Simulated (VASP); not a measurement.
Output of a VASP run:

### OSZICAR
```
...
DAV:   5    -0.241858011936E+02   -0.58416E-03   -0.58405E-03  5144   0.691E-01    0.263E+01
DAV:   6    -0.227187088738E+02    0.14671E+01   -0.34852E+00  4861   0.185E+01    0.826E+00
DAV:   7    -0.225403650040E+02    0.17834E+00   -0.67258E-01  5127   0.731E+00    0.938E-01
DAV:   8    -0.225288387527E+02    0.11526E-01   -0.12698E-02  4767   0.126E+00    0.305E-01
DAV:   9    -0.225287362871E+02    0.10247E-03   -0.51513E-04  5381   0.190E-01    0.283E-02
DAV:  10    -0.225287390997E+02   -0.28126E-05   -0.29805E-05  4798   0.483E-02    0.130E-02
DAV:  11    -0.225287389112E+02    0.18849E-06   -0.78500E-07  2504   0.961E-03
   1 F= -.22528739E+02 E0= -.22528569E+02  d E =-.225287E+02
       N       E                     dE             d eps       ncg     rms          rms(c)
DAV:   1    -0.225825395555E+02   -0.53800E-01   -0.16862E+00  4711   0.153E+01    0.249E+00
DAV:   2    -0.225288535734E+02    0.53686E-01   -0.15208E-01  4724   0.403E+00    0.390E-01
DAV:   3    -0.225259825500E+02    0.28710E-02   -0.18924E-02  5004   0.128E+00    0.361E-01
DAV:   4    -0.225267162518E+02   -0.73370E-03   -0.10587E-03  4710   0.255E-01    0.442E-02
DAV:   5    -0.225267291978E+02   -0.12946E-04   -0.22688E-04  4962   0.144E-01    0.292E-02
DAV:   6    -0.225267343795E+02   -0.51817E-05   -0.10529E-05  4684   0.278E-02    0.654E-03
DAV:   7    -0.225267345685E+02   -0.18901E-06   -0.95680E-07  2398   0.915E-03
   2 F= -.22526735E+02 E0= -.22526670E+02  d E =0.200434E-02
       N       E                     dE             d eps       ncg     rms          rms(c)
DAV:   1    -0.225575690943E+02   -0.30835E-01   -0.84947E-01  4704   0.107E+01    0.182E+00
DAV:   2    -0.225301219897E+02    0.27447E-01   -0.77040E-02  4714   0.288E+00    0.277E-01
DAV:   3    -0.225286897907E+02    0.14322E-02   -0.93754E-03  5015   0.901E-01    0.268E-01
DAV:   4    -0.225291037414E+02   -0.41395E-03   -0.51932E-04  4715   0.180E-01    0.212E-02
DAV:   5    -0.225291215029E+02   -0.17762E-04   -0.95409E-05  4978   0.923E-02    0.169E-02
DAV:   6    -0.225291260067E+02   -0.45037E-05   -0.42236E-06  4606   0.172E-02    0.387E-03
DAV:   7    -0.225291262051E+02   -0.19842E-06   -0.28473E-07  2311   0.510E-03
   3 F= -.22529126E+02 E0= -.22528983E+02  d E =-.387294E-03
       N       E                     dE             d eps       ncg     rms          rms(c)
DAV:   1    -0.225307332650E+02   -0.16073E-02   -0.71550E-02  4598   0.241E+00    0.275E-01
DAV:   2    -0.225294259161E+02    0.13073E-02   -0.21686E-03  4846   0.434E-01    0.975E-02
DAV:   3    -0.225291700575E+02    0.25586E-03   -0.90535E-04  5133   0.235E-01    0.396E-02
DAV:   4    -0.225291739632E+02   -0.39057E-05   -0.39836E-05  4783   0.610E-02    0.143E-02
DAV:   5    -0.225291724344E+02    0.15288E-05   -0.56229E-06  4662   0.229E-02    0.269E-03
DAV:   6    -0.225291726769E+02   -0.24254E-06   -0.20682E-07  2300   0.468E-03
   4 F= -.22529173E+02 E0= -.22529108E+02  d E =-.464718E-04
       N       E                     dE             d eps       ncg     rms          rms(c)
DAV:   1    -0.225294172394E+02   -0.24481E-03   -0.10043E-02  4590   0.902E-01    0.104E-01
DAV:   2    -0.225292323056E+02    0.18493E-03   -0.30859E-04  4838   0.163E-01    0.365E-02
DAV:   3    -0.225291967591E+02    0.35546E-04   -0.12650E-04  5134   0.877E-02    0.149E-02
DAV:   4    -0.225291965422E+02    0.21690E-06   -0.55940E-06  4628   0.227E-02
   5 F= -.22529197E+02 E0= -.22529100E+02  d E =-.703371E-04
```

OUTCAR:
```
------------------------ aborting loop because EDIFF is reached ----------------------------------------
  FORCE on cell =-STRESS in cart. coord.  units (eV):
  Direction    XX          YY          ZZ          XY          YZ          ZX
  --------------------------------------------------------------------------------------
  Total        0.0107239      0.0107239      0.0180832      0.0000000     -0.0000000      0.0000000
  in kB        0.6151800      0.6151802      1.0373482      0.0000000     -0.0000000      0.0000000
  external PRESSURE =       0.7559028 kB  Pullay stress =       0.0000000 kB
  volume of cell :       27.93
      direct lattice vectors                 reciprocal lattice vectors
     1.361606100 -2.358371331  0.000000000     0.367213396 -0.212010718 -0.000000000
     1.361606100  2.358371331 -0.000000000     0.367213396  0.212010718  0.000000000
     0.000000000 -0.000000000  4.348790780    -0.000000000  0.000000000  0.229948979
 POSITION                                       TOTAL-FORCE (eV/Angst)
 -----------------------------------------------------------------------------------
      1.36161      0.78613      1.08720        -0.000000     -0.000000     -0.000000
      1.36161     -0.78613      3.26159         0.000000      0.000000      0.000000
 -----------------------------------------------------------------------------------
    total drift:                                0.000025      0.000606     -0.000044
  FREE ENERGIE OF THE ION-ELECTRON SYSTEM (eV)
  ---------------------------------------------------
  free  energy   TOTEN  =       -22.5291965422 eV

  energy  without entropy=      -22.5289068245  energy(sigma->0) =      -22.52909997

 reached required accuracy - stopping structural energy minimisation
```
(Selected blocks of OUTCAR.)

**POSCAR**
```
Tc
1
    1.3588973053    -2.3536795591     0.0000000000
    1.3588973053     2.3536795591     0.0000000000
    0.0000000000     0.0000000000     4.3536353485
Tc
2
Direct
  0.3333330000   0.6666670000   0.2500000000
  0.6666670000   0.3333330000   0.7500000000
```

Question: Reconstruct the remaining input files.

Answer: One answer among several that fit: the input of the run itself, PBEsol GGA, plane waves, VASP's PBE PAW potentials (set 64).

**INCAR**
```
SYSTEM=Tc
PREC=Accurate; ENCUT=500; LREAL=.FALSE.
LASPH=.TRUE.
EDIFF=1E-6; NELM=100; ALGO=Normal
LMAXMIX=4
ISMEAR=1; SIGMA=0.1
GGA=PS
IBRION=2; NSW=40; ISIF=3
EDIFFG=-0.02
LWAVE=.FALSE.; LCHARG=.FALSE.
```

File KPOINTS:
```
K-points
0
gamma
15 15 9
0 0 0
```

POTCAR, in this order: Tc_pv (PBE.64 set). Program: vasp_std.

The compound is Tc in the hcp structure. This run relaxes it. Symmetry was kept, so distortions that lower it aren't found.
